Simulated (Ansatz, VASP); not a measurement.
# Cross-check of AsPb3N between VASP and Ansatz, part 2 of 2

One calculation is typed for both programs; each brings its own data sets. How far apart do they land? The cell is generated by rule, not measured, and may not be a known phase. The cell is taken from a series of runs on this material, whose earlier steps may have relaxed, scaled, displaced or heated it; both programs get it as it stands.

VASP 6.6.1 and Ansatz 0.2.0.

So far: Set-up; Ansatz: relaxation of cell and atoms, r2SCAN.

**3. VASP: relaxation of cell and atoms, r2SCAN**

Level of this step: r2SCAN; plane waves and PAW (Pb_d, As, N); invented cell (VASP).

The same cell, functional, mesh and smearing now go to VASP, with its own data sets.

Lines of VASP's logs that name or quote its potential files are left out, and so is its time.

INCAR

```
SYSTEM = AsPb3N
PREC = Accurate
ENCUT = 660
EDIFF = 1E-07
NELM = 120
ISMEAR = 1
SIGMA = 0.2
LREAL = .FALSE.
ALGO = Normal
METAGGA = R2SCAN
LASPH = .TRUE.
NBANDS = 32
LORBIT = 11
LWAVE = .FALSE.
LCHARG = .FALSE.
ISIF = 3
IBRION = 2
NSW = 80
EDIFFG = -0.005
GGA_COMPAT = .FALSE.
NELMIN = 4
LMIXTAU = .TRUE.
KPAR = 2
```

POSCAR

```
AsPb3N
1.0
    4.8169350000      0.0000000000      0.0000000000
    0.0000000000      4.8169350000      0.0000000000
    0.0000000000      0.0000000000      6.8107440000
Pb As N
3 1 1
Direct
    0.0000000000      0.4999998962      0.3614119104
    0.4999998962      0.4999998962      0.0020959531
    0.4999998962      0.0000000000      0.3614119104
    0.4999998962      0.4999998962      0.6094103669
    0.0000000000      0.0000000000      0.2689641543
```

KPOINTS

```
Automatic mesh
0
Gamma
8 8 6
0 0 0
```

Potentials, in the order of the species: Pb_d, As and N (PBE family, release 64).

Run with:

```console
$ mpirun -np 2 vasp_std
```

Numbers of over 12 decimals in the logs are rounded to 6 here.

Output:

```text
[banner, memory and clock lines left out]
running    2 mpi-ranks, on    1 nodes
 distrk:  each k-point on    1 cores,    2 groups
 distr:  one band on    1 cores,    1 groups

 POSCAR found type information on POSCAR PbAsN
 POSCAR found :  3 types and       5 ions
|                                                                             |
|               ----> ADVICE to this user running VASP <----                  |
|                                                                             |
|     You enforced a specific xc type in the INCAR file but a different       |
|     [... a line on the potential file left out ...]
|     I HOPE YOU KNOW WHAT YOU ARE DOING!                                     |
|                                                                             |

 LDA part: xc-table for (None), standard interpolation
 POSCAR, INCAR and KPOINTS ok, starting setup
 FFT: planning ... GRIDC
 FFT: planning ... GRID_SOFT
 FFT: planning ... GRID
 WAVECAR not read
 entering main loop
       N       E                     dE             d eps       ncg     rms          rms(c)
DAV:   1     0.464482386370E+03    0.46448E+03   -0.28589E+04  3840   0.208E+03
DAV:   2    -0.128127581655E+03   -0.59261E+03   -0.58196E+03  3856   0.519E+02
DAV:   3    -0.201466302836E+03   -0.73339E+02   -0.71779E+02  5216   0.206E+02
DAV:   4    -0.205771827512E+03   -0.43055E+01   -0.42685E+01  4584   0.528E+01
DAV:   5    -0.205938431977E+03   -0.16660E+00   -0.16655E+00  5032   0.102E+01    0.102E+01
DAV:   6    -0.196176182949E+03    0.97622E+01   -0.31996E+01  5512   0.635E+01    0.105E+01
DAV:   7    -0.191320341307E+03    0.48558E+01   -0.17591E+01  4792   0.173E+01    0.251E+00
DAV:   8    -0.189359300536E+03    0.19610E+01   -0.18072E+00  4336   0.822E+00    0.169E+00
DAV:   9    -0.189114109445E+03    0.24519E+00   -0.46236E-01  4408   0.476E+00    0.967E-01
DAV:  10    -0.188998285712E+03    0.11582E+00   -0.16106E-01  4560   0.308E+00    0.469E-01
DAV:  11    -0.189116469655E+03   -0.11818E+00   -0.56440E-02  4136   0.177E+00    0.214E-01
DAV:  12    -0.189132703523E+03   -0.16234E-01   -0.15485E-02  4408   0.960E-01    0.135E-01
DAV:  13    -0.189126481735E+03    0.62218E-02   -0.12577E-02  4696   0.734E-01    0.103E-01
DAV:  14    -0.189132566953E+03   -0.60852E-02   -0.72277E-03  4056   0.675E-01    0.612E-02
DAV:  15    -0.189133683737E+03   -0.11168E-02   -0.13521E-03  4296   0.268E-01    0.170E-02
DAV:  16    -0.189133494235E+03    0.18950E-03   -0.71494E-04  4136   0.164E-01    0.235E-02
DAV:  17    -0.189133837917E+03   -0.34368E-03   -0.36119E-04  4064   0.128E-01    0.717E-03
DAV:  18    -0.189133844740E+03   -0.68229E-05   -0.45201E-05  4368   0.421E-02    0.814E-03
DAV:  19    -0.189133851488E+03   -0.67478E-05   -0.14472E-05  4936   0.255E-02    0.200E-03
DAV:  20    -0.189133860880E+03   -0.93919E-05   -0.73575E-06  4168   0.190E-02    0.243E-03
DAV:  21    -0.189133859218E+03    0.16618E-05   -0.11332E-06  3928   0.793E-03    0.179E-03
DAV:  22    -0.189133861016E+03   -0.17981E-05   -0.92480E-07  3800   0.627E-03    0.477E-04
DAV:  23    -0.189133861265E+03   -0.24823E-06   -0.24312E-07  3600   0.309E-03    0.522E-04
DAV:  24    -0.189133861251E+03    0.13096E-07   -0.36326E-08  2496   0.163E-03
   1 F= -.18913386E+03 E0= -.18913554E+03  d E =-.189134E+03
[...]
2 F= -.18913438E+03 E0= -.18913611E+03  d E =-.523046E-03
[...]
3 F= -.18913443E+03 E0= -.18913617E+03  d E =-.566732E-03
[...]
4 F= -.18913455E+03 E0= -.18913628E+03  d E =-.121080E-03
[...]
5 F= -.18913456E+03 E0= -.18913629E+03  d E =-.135063E-03
[...]
6 F= -.18913461E+03 E0= -.18913634E+03  d E =-.500658E-04
[...]
7 F= -.18913463E+03 E0= -.18913636E+03  d E =-.629335E-04
 curvature:  -1.38 expect dE=-0.127E-04 dE for cont linesearch -0.175E-08
 trial: gam= 0.22512 g(F)=  0.474E-05 g(S)=  0.442E-05 ort = 0.315E-06 (trialstep = 0.135E+01)
 search vector abs. value=  0.133E-04
 bond charge predicted
       N       E                     dE             d eps       ncg     rms          rms(c)
DAV:   1    -0.189134701291E+03   -0.75357E-04   -0.69761E-03  5808   0.578E-01    0.488E-02
DAV:   2    -0.189134680993E+03    0.20298E-04   -0.86890E-04  5664   0.187E-01    0.491E-02
DAV:   3    -0.189134630310E+03    0.50683E-04   -0.35391E-04  5272   0.964E-02    0.150E-02
DAV:   4    -0.189134629357E+03    0.95339E-06   -0.51990E-05  4256   0.676E-02    0.439E-03
DAV:   5    -0.189134631461E+03   -0.21039E-05   -0.17492E-05  3936   0.295E-02    0.229E-03
DAV:   6    -0.189134635889E+03   -0.44288E-05   -0.42000E-06  3944   0.129E-02    0.862E-04
DAV:   7    -0.189134636079E+03   -0.18941E-06   -0.50610E-07  3736   0.548E-03    0.547E-04
DAV:   8    -0.189134636078E+03    0.78126E-09   -0.18546E-07  3344   0.280E-03
   8 F= -.18913464E+03 E0= -.18913636E+03  d E =-.100979E-04
 trial-energy change:   -0.000010  1 .order   -0.000010   -0.000012   -0.000008
 step:   3.8210(harm=  3.8210)  dis= 0.00182  next Energy=  -189.134644 (dE=-0.176E-04)
 reached required accuracy - stopping structural energy minimisation
```

From OUTCAR (step 3):

```text
ion  position               nearest neighbor table
   1  0.000  0.500  0.361-   5 2.49   5 2.49   4 2.94   4 2.94   3 3.41   3 3.41   3 3.41   3 3.41
                             2 3.43   2 3.43
   2  0.500  0.500  0.002-   4 2.67   3 3.43   1 3.43   3 3.43   1 3.43
   3  0.500  0.000  0.361-   5 2.49   5 2.49   4 2.94   4 2.94   1 3.41   1 3.41   1 3.41   1 3.41
                             2 3.43   2 3.43
   4  0.500  0.500  0.609-   2 2.67   1 2.94   3 2.94   3 2.94   1 2.94
   5  0.000  0.000  0.269-   1 2.49   3 2.49   1 2.49   3 2.49

  LATTYP: Found a simple tetragonal cell.
 ALAT       =     4.8169350000
 C/A-ratio  =     1.4139165258

 Subroutine GETGRP returns: Found  8 space group operations
 (whereof  8 operations were pure point group operations)

The static configuration has the point symmetry C_4v.

 Found     60 irreducible k-points:

   k-points           NKPTS =     60   k-points in BZ     NKDIM =     60   number of bands    NBANDS=     32

   dimension x,y,z NGX =    40 NGY =   40 NGZ =   60
   dimension x,y,z NGXF=    80 NGYF=   80 NGZF=  120

   ENCUT  =  660.0 eV  48.51 Ry    6.96 a.u.  10.09 10.09 14.27*2*pi/ulx,y,z

   NELECT =      52.0000    total number of electrons

 k-points in reciprocal lattice and weights: Automatic mesh
   0.00000000  0.00000000  0.00000000       0.003
   0.12500000  0.00000000  0.00000000       0.010
   0.25000000  0.00000000  0.00000000       0.010
   0.37500000  0.00000000  0.00000000       0.010
   0.50000000  0.00000000  0.00000000       0.005
   0.12500000  0.12500000  0.00000000       0.010
   0.25000000  0.12500000  0.00000000       0.021
   0.37500000  0.12500000  0.00000000       0.021
   0.50000000  0.12500000  0.00000000       0.010
[...]
0.50000000  0.37500000  0.50000000       0.010
   0.50000000  0.50000000  0.50000000       0.003

 average (electrostatic) potential at core
       1 -99.5367       2-100.1327       3 -99.5367       4 -55.2101       5 -67.3095

 E-fermi :   3.8771

 k-point     1 :       0.0000    0.0000    0.0000
  band No.  band energies     occupation
    ...
     22      -0.3909      2.00000
     23       1.9521      2.00000
     24       2.1982      2.00000
     25       2.1982      2.00000
     26       3.5259      2.03236
     27       5.3939     -0.00000
     28       5.3939     -0.00000
     29       5.6304     -0.00000
     30       5.8569     -0.00000
     31       7.0820     -0.00000
    ...

 k-point     2 :       0.1250    0.0000    0.0000
  band No.  band energies     occupation
    ...
     22       0.2326      2.00000
     23       1.6908      2.00000
     24       2.1271      2.00000
     25       2.3185      2.00000
     26       3.4786      2.01640
     27       4.8729     -0.00000
     28       5.4122     -0.00000
     29       5.5684     -0.00000
     30       6.3279     -0.00000
     31       7.0313     -0.00000
    ...

 k-point     3 :       0.2500    0.0000    0.0000
  band No.  band energies     occupation
    ...
     22       0.8872      2.00000
     23       1.8708      2.00000
     24       1.9104      2.00000
     25       2.3007      2.00000
     26       3.0329      2.00000
     27       4.6136     -0.00000
     28       5.4507     -0.00000
     29       5.6059     -0.00000
     30       6.8180     -0.00000
     31       6.9317     -0.00000
    ...

  Total        0.0006950      0.0006950     -0.0109087      0.0000000     -0.0000000     -0.0000000
  in kB        0.0070390      0.0070390     -0.1104795      0.0000000     -0.0000000     -0.0000000
  external PRESSURE =      -0.0321339 kB  Pullay stress =       0.0000000 kB

  energy-cutoff  :      660.00
  volume of cell :      158.20
      direct lattice vectors                 reciprocal lattice vectors
     4.829803840 -0.000000000 -0.000000000     0.207047746  0.000000000  0.000000000
     0.000000000  4.829803840 -0.000000000     0.000000000  0.207047746  0.000000000
    -0.000000000 -0.000000000  6.781797054     0.000000000  0.000000000  0.147453542

 POSITION                                       TOTAL-FORCE (eV/Angst)
 -----------------------------------------------------------------------------------
      4.82980      2.41490      2.45271         0.000000     -0.000000     -0.003788
      2.41490      2.41490      0.01707        -0.000000     -0.000000      0.003105
      2.41490     -0.00000      2.45271         0.000000      0.000000     -0.003788
      2.41490      2.41490      4.12878        -0.000000     -0.000000      0.004790
     -0.00000     -0.00000      1.82195         0.000000      0.000000     -0.000320
 -----------------------------------------------------------------------------------
    total drift:                                0.000895      0.000895      0.000235

  FREE ENERGIE OF THE ION-ELECTRON SYSTEM (eV)
  ---------------------------------------------------
  free  energy   TOTEN  =      -189.1346360779 eV

  energy  without entropy=     -189.1398199409  energy(sigma->0) =     -189.13636403

 reached required accuracy - stopping structural energy minimisation

 total charge
# of ion       s       p       d       tot
------------------------------------------
    1        1.379   0.698   9.841  11.918
    2        1.387   0.719   9.798  11.904
    3        1.379   0.698   9.841  11.918
    4        1.264   1.486   0.022   2.773
    5        1.329   2.146   0.000   3.475
--------------------------------------------------
tot          6.738   5.746  29.504  41.988

[... 3 further parts left out ...]
```

**4. Differences**

Known differences besides the potentials themselves: VASP keeps PBE cores, Ansatz makes them for the functional; the data sets hold 62 valence electrons in Ansatz (on its default PAW (the set named soft_2) files) and 52 in VASP; the cutoff is 500 eV in Ansatz and 660 eV in VASP; Ansatz adds a Pulay correction to the stress that steers its cell, VASP none. Total energies have different zeros and are not compared.

Compared:

| quantity | Ansatz | VASP | difference |
| --- | --- | --- | --- |
| volume (Å³) | 157.87 | 158.20 | -0.21 % |
| edge a after relaxation, in the typed setting (Å) | 4.825 | 4.830 | -0.10 % |
| edge c after relaxation, in the typed setting (Å) | 6.781 | 6.782 | -0.01 % |

**5. Results**

| Property | Result |
| --- | --- |
| difference in volume (relaxation of cell and atoms, r2SCAN) | -0.21 % |

The difference in volume is -0.21 % (relaxation of cell and atoms, r2SCAN), within the 1.2 % picked in this series as the mark of a large difference, as far as the stopping tolerances let one tell. The data sets hold unlike numbers of valence electrons (62 in Ansatz and 52 in VASP), so part of the differences comes from the potentials. How closely two codes agree says nothing of how well the functional describes the real material.

[Lines on the potential files, build, host, timing and source positions are cut from VASP's logs without a mark.]

[Logs are printed without paths, hosts, clocks, repeated set-up lines and the standing remarks that a program may print on its own settings, such as how far it seeks lower states.]

[Hosts, paths, dates, database ids (printed as entryN), source tags and the programs' standing remarks are cut or masked in the printed files.]
